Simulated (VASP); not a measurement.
Level of theory: PBE GGA, VASP's PBE PAW potentials (set 64) (plane waves; VASP).

The input files of a VASP run:

KPOINTS:
```
Automatic mesh
0
Gamma
1 1 1
0 0 0
```

**INCAR**
```
! general
SYSTEM = Al35CN35
PREC   = Normal
ENCUT  = 400
LREAL  = Auto
LASPH  = .TRUE.
ISYM   = 0
NELECT = 286.0

! electronic loop
EDIFF  = 1E-5
NELM   = 100
NELMIN = 4
ALGO   = Fast

! smearing
ISMEAR = 0
SIGMA  = 0.05

! functional
GGA    = PE

! ions
IBRION = 2
NSW    = 70
ISIF   = 2
EDIFFG = -0.03

! output
LWAVE  = .FALSE.
LCHARG = .FALSE.
```

File POSCAR:
```
Al35CN35
1.0
  4.6932676572  -8.1289780179   0.0000000000
  4.6932676572   8.1289780179   0.0000000000
  0.0000000000   0.0000000000  10.0192026156
Al N C
35 35 1
Cart
  1.6039476882  -0.9201271508   2.5371125823
  1.5644209880   0.9032188765   0.0000000000
  1.5662372826  -0.8952931230   7.5290199783
  1.6137425378   0.9354015005   5.0008745823
  3.1288419760   1.8064377531   2.5048006539
  3.1288466692   3.6128836352   0.0000000000
  3.1288419760   1.8064377531   7.5144019617
  3.1288466692   3.6128836352   5.0096013078
  4.6932676572   4.5161025117   2.5048006539
  4.6932676572   6.3225402648   0.0000000000
  4.6932676572   4.5161025117   7.5144019617
  4.6932676572   6.3225402648   5.0096013078
  3.0844624370  -3.6437981386   2.5475325531
  3.1288419760  -1.8064377531   0.0000000000
  3.1301467044  -3.6288408190   7.5305028203
  4.6923008441  -0.9498385655   2.4862350715
  4.6932676572   0.9032270055   0.0000000000
  4.7209344700  -0.9354746613   7.5428965739
  4.7041325718   0.8571113132   5.0157631174
  6.2576933384   1.8064377531   2.5048006539
  6.2576886452   3.6128836352   0.0000000000
  6.2576933384   1.8064377531   7.5144019617
  6.2576886452   3.6128836352   5.0096013078
  4.6932676572  -6.3225402648   2.5048006539
  4.6932676572  -4.5161025117   0.0000000000
  4.6932676572  -6.3225402648   7.5144019617
  4.7200756021  -4.4724173838   4.9619599994
  6.2576886452  -3.6128836352   2.5048006539
  6.2576933384  -1.8064377531   0.0000000000
  6.2576886452  -3.6128836352   7.5144019617
  6.2984637546  -1.7646629351   4.9836114962
  7.8221143264  -0.9032188765   2.5048006539
  7.8221143264   0.9032188765   0.0000000000
  7.8221143264  -0.9032188765   7.5144019617
  7.8221143264   0.9032188765   5.0096013078
  1.5674199860  -0.9113884995   4.4019066116
  1.5644209880   0.9032188765   1.9136676996
  1.5644209880  -0.9032188765   9.4280696613
  1.5644209880   0.9032188765   6.9232690074
  3.1288419760   1.8064377531   4.4184683535
  3.1288466692   3.6128836352   1.9136676996
  3.1288419760   1.8064377531   9.4280696613
  3.1288466692   3.6128836352   6.9232690074
  4.6932676572   4.5161025117   4.4184683535
  4.6932676572   6.3225402648   1.9136676996
  4.6932676572   4.5161025117   9.4280696613
  4.6932676572   6.3225402648   6.9232690074
  3.0949894363  -3.5979750895   4.3934804622
  3.0827024616  -1.7602895449   1.8700340722
  3.1288466692  -3.6128836352   9.4280696613
  3.0903149418  -1.7852617654   6.8935420332
  4.6932676572   0.9032270055   1.9136676996
  4.6932676572  -0.9032270055   9.4280696613
  4.6932676572   0.9032270055   6.9232690074
  6.2576933384   1.8064377531   4.4184683535
  6.2576886452   3.6128836352   1.9136676996
  6.2576933384   1.8064377531   9.4280696613
  6.2576886452   3.6128836352   6.9232690074
  4.6932676572  -6.3225402648   4.4184683535
  4.6932676572  -4.5161025117   1.9136676996
  4.6932676572  -6.3225402648   9.4280696613
  4.6932676572  -4.5161025117   6.9232690074
  6.2576886452  -3.6128836352   4.4184683535
  6.2576933384  -1.8064377531   1.9136676996
  6.2576886452  -3.6128836352   9.4280696613
  6.2576933384  -1.8064377531   6.9232690074
  7.8221143264  -0.9032188765   4.4184683535
  7.8221143264   0.9032188765   1.9136676996
  7.8221143264  -0.9032188765   9.4280696613
  7.8221143264   0.9032188765   6.9232690074
  4.6799669367  -0.8702070968   4.3959752436
```

POTCAR, in this order: Al N C (PBE.64 set). Program: vasp_gam.

The run wrote:

File OUTCAR:
```
 ion  position               nearest neighbor table
   1  0.227  0.114  0.253-  49 1.83  36 1.87  37 1.93  45 1.94  12 3.08   4 3.08  16 3.09  14 3.09
                            13 3.10   5 3.12   2 3.12  10 3.13   9 3.13  24 3.16  32 3.17
   2  0.111  0.222  0.000-  38 1.90  42 1.90  61 1.90  37 1.91   3 3.07   5 3.09   7 3.09  24 3.09
                            26 3.09   1 3.12  14 3.13  25 3.13  10 3.13  33 3.13  17 3.13   6 3.13
   3  0.222  0.112  0.751-  51 1.88  39 1.90  38 1.90  47 1.91   2 3.07  14 3.08  10 3.08  12 3.10
                             7 3.12   4 3.12  26 3.12  34 3.13  11 3.14  15 3.15  18 3.15
   4  0.114  0.229  0.499-  40 1.84  39 1.92  59 1.92  36 1.94   5 3.05   7 3.06   8 3.08   1 3.08
                            19 3.09  24 3.10  26 3.11   3 3.12  27 3.15  35 3.18  12 3.18
   5  0.222  0.444  0.250-  37 1.90  52 1.90  41 1.90  40 1.91   4 3.05   2 3.09  17 3.09   8 3.09
                             6 3.09  19 3.11   1 3.12  28 3.13  24 3.13   9 3.13  20 3.13  16 3.17
   6  0.111  0.556  0.000-  46 1.90  65 1.90  42 1.90  41 1.91   9 3.09  11 3.09  28 3.09  30 3.09
                             5 3.09   7 3.09  10 3.13  17 3.13  29 3.13  21 3.13  25 3.13   2 3.13
   7  0.222  0.444  0.750-  39 1.90  54 1.90  43 1.90  42 1.91   4 3.06   2 3.09  17 3.09   8 3.09
                             6 3.09  19 3.10   3 3.12  30 3.13  26 3.13  11 3.13  22 3.13  18 3.17
   8  0.111  0.556  0.500-  44 1.90  63 1.90  40 1.90  43 1.91   4 3.08   9 3.09  11 3.09  28 3.09
                            30 3.09   5 3.09   7 3.09  27 3.10  12 3.13  23 3.13  31 3.15  19 3.17
   9  0.222  0.778  0.250-  45 1.90  41 1.90  56 1.90  44 1.91  13 3.08  12 3.09  10 3.09   8 3.09
                             6 3.09  21 3.09  23 3.09  32 3.13  28 3.13   5 3.13  20 3.13   1 3.13
  10  0.111  0.889  0.000-  46 1.90  38 1.90  69 1.90  45 1.91   3 3.08   9 3.09  11 3.09  32 3.09
                            34 3.09   6 3.13  21 3.13  33 3.13   2 3.13  29 3.13  14 3.13   1 3.13
  11  0.222  0.778  0.750-  47 1.90  43 1.90  58 1.90  46 1.91  10 3.09  12 3.09   6 3.09   8 3.09
                            21 3.09  23 3.09  34 3.13  30 3.13  22 3.13   7 3.13  15 3.13   3 3.14
  12  0.111  0.889  0.500-  44 1.90  67 1.90  36 1.90  47 1.91   1 3.08   9 3.09  11 3.09  32 3.09
                            34 3.09  31 3.09   3 3.10  23 3.13   8 3.13  35 3.13   4 3.18
...
```

File OSZICAR:
```
...
RMM:   5    -0.504343336434E+03    0.69821E-04   -0.54499E-04   367   0.460E-02    0.311E-02
RMM:   6    -0.504343338724E+03   -0.22897E-05   -0.13139E-04   337   0.215E-02    0.192E-02
RMM:   7    -0.504343342471E+03   -0.37466E-05   -0.37284E-05   262   0.122E-02
  12 F= -.50434334E+03 E0= -.50434334E+03  d E =-.108151E-01
       N       E                     dE             d eps       ncg     rms          rms(c)
DAV:   1    -0.504343470959E+03   -0.13223E-03   -0.85167E-02   416   0.689E-01    0.490E-02
RMM:   2    -0.504343568175E+03   -0.97216E-04   -0.13825E-03   360   0.810E-02    0.279E-02
RMM:   3    -0.504343568414E+03   -0.23919E-06   -0.20121E-04   358   0.291E-02    0.186E-02
RMM:   4    -0.504343565509E+03    0.29056E-05   -0.47263E-05   266   0.141E-02
  13 F= -.50434357E+03 E0= -.50434357E+03  d E =-.110382E-01
       N       E                     dE             d eps       ncg     rms          rms(c)
DAV:   1    -0.504347748780E+03   -0.41804E-02   -0.24418E+00   360   0.359E+00    0.236E-01
RMM:   2    -0.504350266165E+03   -0.25174E-02   -0.35745E-02   360   0.393E-01    0.137E-01
RMM:   3    -0.504350320571E+03   -0.54406E-04   -0.52965E-03   363   0.141E-01    0.102E-01
RMM:   4    -0.504350164243E+03    0.15633E-03   -0.10885E-03   362   0.651E-02    0.654E-02
RMM:   5    -0.504350097251E+03    0.66992E-04   -0.46822E-04   361   0.417E-02    0.200E-02
RMM:   6    -0.504350104715E+03   -0.74640E-05   -0.10473E-04   319   0.187E-02    0.116E-02
RMM:   7    -0.504350106374E+03   -0.16594E-05   -0.17811E-05   226   0.865E-03
  14 F= -.50435011E+03 E0= -.50435011E+03  d E =-.654087E-02
       N       E                     dE             d eps       ncg     rms          rms(c)
DAV:   1    -0.504350354929E+03   -0.25021E-03   -0.51832E-01   368   0.166E+00    0.109E-01
RMM:   2    -0.504350895057E+03   -0.54013E-03   -0.76092E-03   360   0.181E-01    0.628E-02
RMM:   3    -0.504350908383E+03   -0.13326E-04   -0.11325E-03   363   0.652E-02    0.467E-02
RMM:   4    -0.504350876754E+03    0.31629E-04   -0.23141E-04   361   0.301E-02    0.305E-02
RMM:   5    -0.504350862535E+03    0.14219E-04   -0.98442E-05   332   0.192E-02    0.947E-03
RMM:   6    -0.504350864034E+03   -0.14992E-05   -0.21494E-05   236   0.862E-03
  15 F= -.50435086E+03 E0= -.50435086E+03  d E =-.729853E-02
       N       E                     dE             d eps       ncg     rms          rms(c)
DAV:   1    -0.504352812410E+03   -0.19499E-02   -0.28236E+00   360   0.368E+00    0.235E-01
RMM:   2    -0.504355774408E+03   -0.29620E-02   -0.40303E-02   360   0.396E-01    0.136E-01
RMM:   3    -0.504355791564E+03   -0.17155E-04   -0.59315E-03   362   0.142E-01    0.935E-02
RMM:   4    -0.504355652259E+03    0.13931E-03   -0.13541E-03   360   0.700E-02    0.682E-02
RMM:   5    -0.504355594371E+03    0.57887E-04   -0.46987E-04   365   0.387E-02    0.230E-02
RMM:   6    -0.504355599328E+03   -0.49568E-05   -0.10805E-04   313   0.181E-02    0.137E-02
RMM:   7    -0.504355601036E+03   -0.17074E-05   -0.20926E-05   229   0.912E-03
  16 F= -.50435560E+03 E0= -.50435560E+03  d E =-.473700E-02
       N       E                     dE             d eps       ncg     rms          rms(c)
DAV:   1    -0.504355631162E+03   -0.31833E-04   -0.11943E-01   400   0.755E-01    0.489E-02
RMM:   2    -0.504355756960E+03   -0.12580E-03   -0.17042E-03   360   0.813E-02    0.280E-02
RMM:   3    -0.504355758506E+03   -0.15460E-05   -0.25796E-04   349   0.296E-02    0.196E-02
RMM:   4    -0.504355753140E+03    0.53658E-05   -0.56732E-05   271   0.143E-02
  17 F= -.50435575E+03 E0= -.50435575E+03  d E =-.488911E-02
       N       E                     dE             d eps       ncg     rms          rms(c)
DAV:   1    -0.504356640559E+03   -0.88205E-03   -0.23400E+00   360   0.329E+00    0.204E-01
RMM:   2    -0.504359177530E+03   -0.25370E-02   -0.33814E-02   360   0.357E-01    0.121E-01
RMM:   3    -0.504359249372E+03   -0.71842E-04   -0.51283E-03   362   0.128E-01    0.845E-02
RMM:   4    -0.504359112475E+03    0.13690E-03   -0.12771E-03   362   0.670E-02    0.479E-02
RMM:   5    -0.504359098606E+03    0.13870E-04   -0.29082E-04   365   0.314E-02    0.246E-02
RMM:   6    -0.504359096075E+03    0.25310E-05   -0.58240E-05   276   0.142E-02
  18 F= -.50435910E+03 E0= -.50435910E+03  d E =-.334293E-02
       N       E                     dE             d eps       ncg     rms          rms(c)
DAV:   1    -0.504359110858E+03   -0.12253E-04   -0.42371E-02   408   0.445E-01    0.281E-02
RMM:   2    -0.504359159437E+03   -0.48578E-04   -0.64404E-04   360   0.503E-02    0.178E-02
RMM:   3    -0.504359159782E+03   -0.34487E-06   -0.97388E-05   276   0.182E-02    0.126E-02
RMM:   4    -0.504359157003E+03    0.27789E-05   -0.26630E-05   243   0.988E-03
  19 F= -.50435916E+03 E0= -.50435916E+03  d E =-.340386E-02
       N       E                     dE             d eps       ncg     rms          rms(c)
DAV:   1    -0.504359867692E+03   -0.70791E-03   -0.79735E-01   360   0.201E+00    0.130E-01
RMM:   2    -0.504360679364E+03   -0.81167E-03   -0.11711E-02   360   0.220E-01    0.749E-02
RMM:   3    -0.504360668447E+03    0.10917E-04   -0.16924E-03   362   0.788E-02    0.504E-02
RMM:   4    -0.504360625549E+03    0.42898E-04   -0.43443E-04   360   0.405E-02    0.312E-02
RMM:   5    -0.504360619756E+03    0.57931E-05   -0.11636E-04   325   0.193E-02    0.142E-02
RMM:   6    -0.504360619712E+03    0.43230E-07   -0.19465E-05   234   0.843E-03
  20 F= -.50436062E+03 E0= -.50436062E+03  d E =-.146271E-02
       N       E                     dE             d eps       ncg     rms          rms(c)
DAV:   1    -0.504360623473E+03   -0.37168E-05   -0.47547E-03   424   0.156E-01    0.107E-02
RMM:   2    -0.504360628547E+03   -0.50741E-05   -0.75227E-05   279   0.180E-02    0.657E-03
RMM:   3    -0.504360628387E+03    0.15975E-06   -0.11384E-05   214   0.664E-03    0.436E-03
RMM:   4    -0.504360628158E+03    0.22933E-06   -0.28505E-06   198   0.333E-03
  21 F= -.50436063E+03 E0= -.50436063E+03  d E =-.147115E-02
       N       E                     dE             d eps       ncg     rms          rms(c)
DAV:   1    -0.504360909763E+03   -0.28138E-03   -0.51930E-01   360   0.164E+00    0.110E-01
RMM:   2    -0.504361441435E+03   -0.53167E-03   -0.77747E-03   360   0.181E-01    0.618E-02
RMM:   3    -0.504361433384E+03    0.80512E-05   -0.11437E-03   362   0.651E-02    0.397E-02
RMM:   4    -0.504361404832E+03    0.28552E-04   -0.30492E-04   361   0.340E-02    0.164E-02
RMM:   5    -0.504361407924E+03   -0.30911E-05   -0.63728E-05   277   0.146E-02
  22 F= -.50436141E+03 E0= -.50436141E+03  d E =-.779766E-03
       N       E                     dE             d eps       ncg     rms          rms(c)
DAV:   1    -0.504361407428E+03   -0.25958E-05   -0.34635E-04   376   0.422E-02    0.811E-03
RMM:   2    -0.504361407702E+03   -0.27360E-06   -0.59233E-06   213   0.526E-03    0.479E-03
RMM:   3    -0.504361407716E+03   -0.14566E-07   -0.77919E-07   119   0.207E-03    0.310E-03
RMM:   4    -0.504361407643E+03    0.72963E-07   -0.28888E-07    84   0.166E-03
  23 F= -.50436141E+03 E0= -.50436141E+03  d E =-.779486E-03
       N       E                     dE             d eps       ncg     rms          rms(c)
DAV:   1    -0.504361641927E+03   -0.23421E-03   -0.26773E-01   360   0.117E+00    0.798E-02
RMM:   2    -0.504361918912E+03   -0.27698E-03   -0.39313E-03   360   0.127E-01    0.437E-02
RMM:   3    -0.504361921142E+03   -0.22301E-05   -0.59258E-04   362   0.463E-02    0.278E-02
RMM:   4    -0.504361908402E+03    0.12740E-04   -0.14568E-04   345   0.238E-02    0.101E-02
RMM:   5    -0.504361910253E+03   -0.18508E-05   -0.28133E-05   245   0.989E-03
  24 F= -.50436191E+03 E0= -.50436191E+03  d E =-.502609E-03
```

**OUTCAR**
```
------------------------ aborting loop because EDIFF is reached ----------------------------------------
  FORCE on cell =-STRESS in cart. coord.  units (eV):
  Direction    XX          YY          ZZ          XY          YZ          ZX
  --------------------------------------------------------------------------------------
  Total       12.4484263     17.9526591      8.1819899     -4.5473299      0.4914355      0.8429335
  in kB       26.0885900     37.6239977     17.1472743     -9.5299938      1.0299181      1.7665645
  external PRESSURE =      26.9532873 kB  Pullay stress =       0.0000000 kB
  volume of cell :      764.49
      direct lattice vectors                 reciprocal lattice vectors
     4.693267657 -8.128978018  0.000000000     0.106535582 -0.061508347  0.000000000
     4.693267657  8.128978018  0.000000000     0.106535582  0.061508347  0.000000000
     0.000000000  0.000000000 10.019202616     0.000000000  0.000000000  0.099808342
  FREE ENERGIE OF THE ION-ELECTRON SYSTEM (eV)
  ---------------------------------------------------
  free  energy   TOTEN  =      -504.3619102526 eV

  energy  without entropy=     -504.3619102526  energy(sigma->0) =     -504.36191025

 reached required accuracy - stopping structural energy minimisation
```
(Selected blocks of OUTCAR.)

**CONTCAR**
```
Al35CN35
   1.00000000000000
     4.6932676571999998   -8.1289780178999997    0.0000000000000000
     4.6932676571999998    8.1289780178999997    0.0000000000000000
     0.0000000000000000    0.0000000000000000   10.0192026155999994
  Al              N               C
    35    35     1
Direct
     0.2242034783781653    0.1121654114396713    0.2501920943480074
     0.1098653036084949    0.2217223403147238    0.0005737294510915
     0.2245475720507739    0.1135139550762479    0.7487501381461777
     0.1118485934710673    0.2196497442612528    0.4984309012296719
     0.2222794064241975    0.4441567391127347    0.2503313174588873
     0.1115105479539796    0.5564251773673113    0.0006224970717209
     0.2207044620341843    0.4435895053645695    0.7509516422143969
     0.1112774099185042    0.5559149409264122    0.5005080130349024
     0.2223947731932192    0.7782323393264030    0.2501931038869153
     0.1108347364929516    0.8894858205804521    0.0003750219800070
     0.2231364159960996    0.7796667818831017    0.7489134282827331
     0.1155718075693518    0.8941782121651952    0.4986789314827350
     0.5546196968950977    0.1122196621380542    0.2502296917616808
     0.4442118532728750    0.2218126474177088    0.9828434142437686
     0.5556252831708298    0.1136098486324408    0.7487658531304592
     0.5527155227022909    0.4388960634369871    0.2389238225271135
     0.4444750317066318    0.5576968198138463    0.9983783002705883
     0.5558765590828776    0.4451857037986808    0.7500066318443439
     0.4350944735874956    0.5510019873061456    0.5053773671902888
     0.5540368110054006    0.7765277468988997    0.2507916184939690
     0.4452381180963477    0.8895757772916392    0.0003827691029691
     0.5554398936645751    0.7797817854616010    0.7497536330770148
     0.4452160482249212    0.8942514508461918    0.4987045581479492
     0.8892561006449944    0.1118456793101186    0.2529839786712170
     0.7784777732456748    0.2217510733856433    0.0005818498773409
     0.8891757450480936    0.1117195461572055    0.7483691326386220
     0.7745196807164706    0.2197016347345996    0.4983990270100057
     0.8884932981709343    0.4442402257743214    0.2503565980899960
     0.7797587466418288    0.5576512468899082    0.9984058089030766
     0.8894846016383999    0.4436289379390176    0.7509735597844472
     0.7824777435382242    0.5509433970376706    0.5053881052203258
     0.8890451364316522    0.7764915131798104    0.2508190897895092
     0.7781816016608289    0.8898258075657079    0.0004517869708486
     0.8908527379762906    0.7797180606768129    0.7497545892236289
     0.7772595261564188    0.8879416087510592    0.4988799143046639
     0.2010459371754525    0.1012739868921047    0.4325584843768978
     0.1101621166535393    0.2237052359151845    0.1899569979030451
     0.2146502294234542    0.1079253847369370    0.9420816198999394
     0.1107488992684586    0.2231440795157187    0.6909599712447368
     0.2176721232549800    0.4437183772034431    0.4417787200441688
     0.1112289609051548    0.5558946464244227    0.1913555430397041
     0.2210112935067267    0.4444968418504396    0.9412233443871766
     0.1115608844527003    0.5565469801590033    0.6920006555572343
     0.2218187903255118    0.7770250034273665    0.4416261072110730
     0.1101327646551730    0.8863741715628681    0.1898643177589431
     0.2224260170737337    0.7782629051883371    0.9402580028418471
     0.1116250599832002    0.8895636496681257    0.6905270820117514
     0.5669223772353905    0.1013417417104210    0.4325985096586599
     0.4425725863198385    0.2185255482830800    0.1797392559483608
     0.5598985441054007    0.1079925355167467    0.9421007692942575
     0.4457396865747010    0.2248281265133062    0.7281537795226478
     0.4423386905791131    0.5565692715192213    0.1874943013543830
     0.5596580394195931    0.4527671915884162    0.9439820368264913
     0.4421867252986675    0.5574519184478081    0.6957005589409656
     0.5538022106649633    0.7736529795333484    0.4419927603903443
     0.4428253494143898    0.8864271455756412    0.1898769933221261
     0.5566829079363848    0.7797010406906381    0.9406754691696156
     0.4445374644801819    0.8896425919164423    0.6905333623712705
     0.8887312783197685    0.1107705973730710    0.4434543186637773
     0.7802012848389697    0.2237660301220473    0.1899809633786680
     0.8887721761273587    0.1109324142796281    0.9401412839806245
     0.7791030583903427    0.2232092319136136    0.6909590494610265
     0.8926870040939452    0.4437921600399052    0.4417856931849664
     0.7807705206318962    0.5565496379999174    0.1874932385721998
     0.8900955574167934    0.4445438813247020    0.9412524866603004
     0.7817771165719257    0.5574132963883572    0.6956798687015033
     0.8863527981592179    0.7735899842949708    0.4420166614253976
     0.7776711214072519    0.8887786393089366    0.1923692208737446
     0.8895247252623174    0.7796370082737494    0.9406782044436224
     0.7776005306712311    0.8886157399946081    0.6908921443510087
     0.5631606790321305    0.4598748325853192    0.4344443043665198
```

At this cut-off the stress carries a Pulay error, which pulls relaxed volumes low. The cell is charged, with a uniform compensating background. The supercell is sampled at Γ alone, which is coarse: total energies, pressure and levels can be off, energies of defects by several tenths of an eV.

The cell is a supercell with a defect, built from AlN (wurtzite): C_N-vac_Al, charge -2. The run is not spin-polarised, so no state with unpaired spins was tried.
